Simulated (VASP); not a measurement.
The system is Ba2Tl5V3O12.

```
CELL_PARAMETERS angstrom
8.15421 0.00000 0.00000
-4.07711 7.06176 0.00000
0.00000 0.00000 6.92128
ATOMIC_POSITIONS crystal
Ba 0.00000 0.00000 0.23552
Ba 0.00000 0.00000 0.76448
V 0.50000 0.00000 0.00000
V 0.00000 0.50000 0.00000
V 0.50000 0.50000 0.00000
Tl 0.50000 0.00000 0.50000
Tl 0.00000 0.50000 0.50000
Tl 0.50000 0.50000 0.50000
Tl 0.33333 0.66667 0.22489
Tl 0.66667 0.33333 0.77511
O 0.33890 0.34334 0.81444
O 0.65666 0.99556 0.81444
O 0.00444 0.66110 0.81444
O 0.34334 0.33890 0.18556
O 0.99556 0.65666 0.18556
O 0.66110 0.00444 0.18556
O 0.66110 0.65666 0.18556
O 0.34334 0.00444 0.18556
O 0.99556 0.33890 0.18556
O 0.65666 0.66110 0.81444
O 0.00444 0.34334 0.81444
O 0.33890 0.99556 0.81444
```

The cell was built by a generator and needn't be a form met in nature.

- Program: VASP 6.6.1
- Task: relaxation of cell and atoms
- Functional: revPBE
- Potentials or basis: VASP PAW PBE potentials, release 64 (Ba_sv, V_sv, Tl_d, O)
- Cutoff: 600 eV
- k mesh: 4 × 4 × 4
- Occupations: fermi-dirac, width 0.05 eV
- Spin: collinear spin, ferromagnetic start
- Starting moments: [0.0, 0.0, 2.0, 2.0, 2.0, 0.0, 0.0, 0.0, 0.0, 0.0, 0.0, 0.0, 0.0, 0.0, 0.0, 0.0, 0.0, 0.0, 0.0, 0.0, 0.0, 0.0] μB

At the start: pressure 2.8 GPa; volume 18.12 Å³/atom.

Task: Where does the relaxation end?

Result: Over 10 steps the energy falls by 7.7 meV/atom and the volume is 19.12 Å³/atom (+5.6 %); space group P-3m1 (No. 164, to 0.05 Å); moment 0.00 μB per cell.

The path:
```csv
step,energy change (eV),largest force (eV/Å),pressure (GPa),volume (Å³)
1,0.0000,0.1600,2.79,398.55
2,-0.0578,0.6175,-1.33,417.00
3,-0.0977,0.3528,0.19,409.61
4,-0.1470,0.1493,0.09,414.81
5,-0.1570,0.1309,0.07,418.39
6,-0.1626,0.0934,-0.06,419.49
7,-0.1665,0.0713,-0.25,421.24
8,-0.1689,0.0405,0.07,420.58
9,-0.1689,0.0384,0.05,420.61
10,-0.1695,0.0174,0.03,420.72
```

Final structure:
```
Ba V Tl O
1.0
     8.27687    0.00002    0.00002
    -4.13842    7.16800   -0.00002
     0.00002   -0.00001    7.09134
Ba V Tl O
2 3 5 12
Direct
  0.00000 0.00000 0.23336
  0.00000 0.00000 0.76664
  0.50000 0.00000 0.00000
  0.00000 0.50000 0.00000
  0.50000 0.50000 0.00000
  0.50000 0.00000 0.50000
  0.00000 0.50000 0.50000
  0.50000 0.50000 0.50000
  0.33333 0.66667 0.22299
  0.66667 0.33333 0.77701
  0.34167 0.34439 0.81807
  0.65561 0.99728 0.81807
  0.00273 0.65833 0.81807
  0.34439 0.34167 0.18193
  0.99728 0.65561 0.18193
  0.65833 0.00273 0.18193
  0.65833 0.65561 0.18193
  0.34439 0.00272 0.18193
  0.99727 0.34167 0.18193
  0.65561 0.65833 0.81807
  0.00272 0.34439 0.81807
  0.34167 0.99727 0.81807
```

Caveat: the PAW data sets were made with another functional, which shifts forces and pressure a little.
